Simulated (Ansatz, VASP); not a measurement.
# BiPt2 in VASP and in Ansatz

```
Bi Pt
1.0
     4.49447    0.00000    0.00000
     0.00000    4.49447    0.00000
     0.00000    0.00000    6.47031
Bi Pt
2 4
Direct
  0.00000 0.00000 0.00000
  0.50000 0.50000 0.50000
  0.00000 0.50000 0.20300
  0.00000 0.50000 0.70300
  0.50000 0.00000 0.29700
  0.50000 0.00000 0.79700
```

Alike in both runs: task single point; functional PBE; k mesh 4 × 4 × 4; occupations gaussian, width 0.1 eV; no spin polarisation.

|  | VASP | Ansatz |
| --- | --- | --- |
| version | VASP 6.6.1 | Ansatz 0.2.0 |
| potentials or method | VASP PAW PBE potentials, release 64 (Bi_d, Pt) | scalar-relativistic, plane waves, PAW |
| plane-wave cutoff (eV) | 520 | 420 |
| valence electrons in the cell | 70 | 102 |

VASP gave:

- gap on the k mesh at the Fermi level (eV): none
- pressure (GPa): 5.7
- largest component of the traceless stress (GPa): 1.03
- rms of the force components (eV/Å): 0.748

Question: Estimate Ansatz's values.

Answer: gap on the k mesh at the Fermi level (eV): none; pressure (GPa): 5.7; largest component of the traceless stress (GPa): 0.99; rms of the force components (eV/Å): 0.739.

Atom by atom the forces differ by 0.008 eV/Å (rms over components). A gap of «none» marks a metal or a gap that the smearing closes. The two sets of potentials don't hold the same shells in valence.

Caveats: spin-orbit coupling is left out, which moves the levels of the heavy elements; forces of over 1 eV/Å show positions far from the minimum, so gaps and moduli don't describe the material at rest.
